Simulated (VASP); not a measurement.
Consider the following.

```yaml
crystal:
  lattice:
    - [0.00000, 3.51958, 3.51958]
    - [3.51958, 0.00000, 3.51958]
    - [3.51958, 3.51958, 0.00000]
  atoms:
    - { symbol: Sr, position: [0.00000, 0.00000, 0.00000] }
    - { symbol: Cl, position: [0.25000, 0.25000, 0.25000] }
    - { symbol: Cl, position: [0.75000, 0.75000, 0.75000] }
```

Method: PBE GGA, VASP's PBE PAW potentials (set 64) (plane waves; VASP). Settings: 400 eV cut-off, 5×5×5 Γ-centred mesh, Gaussian smearing of 0.050 eV, potentials Sr_sv Cl.

Question: Predict the energy per atom (σ→0).

Answer: 
```
Property                           Result
---------------------  ------------------
energy per atom (σ→0)  -411.3 kJ/mol-atom
```

Total energies compare only between runs with the same potentials, cut-off and functional.

The compound is SrCl2 in the fluorite structure. It was relaxed first. The start is the result of an earlier pass.
